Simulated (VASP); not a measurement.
Data:

```yaml
crystal:
  lattice:
    - [3.83844, 0.00000, 0.00000]
    - [-1.91922, 3.32419, 0.00000]
    - [0.00000, 0.00000, 6.29727]
  atoms:
    - { symbol: Al, position: [0.33333, 0.66667, 0.00004] }
    - { symbol: Al, position: [0.66667, 0.33333, 0.50004] }
    - { symbol: P, position: [0.33333, 0.66667, 0.37496] }
    - { symbol: P, position: [0.66667, 0.33333, 0.87496] }
```

Method: LDA (Ceperley-Alder, Perdew-Zunger), VASP's LDA PAW potentials (set 64) (plane waves; VASP). Settings: 400 eV cut-off, Gaussian smearing of 0.050 eV, potentials Al P.

**Question.** What does the run give for the band gap (along the path) with the smallest direct gap where there is one?

**Answer.** 
```
Property                                Value
------------------------------------  -------
band gap (along the path)             1.78 eV
smallest direct gap (along the path)  2.33 eV
```

Only differences to runs with the same potentials and settings are physical.

The structure comes from a computed database's AlP entry (P6_3mc); how it stands against other phases isn't given here. It was relaxed first.
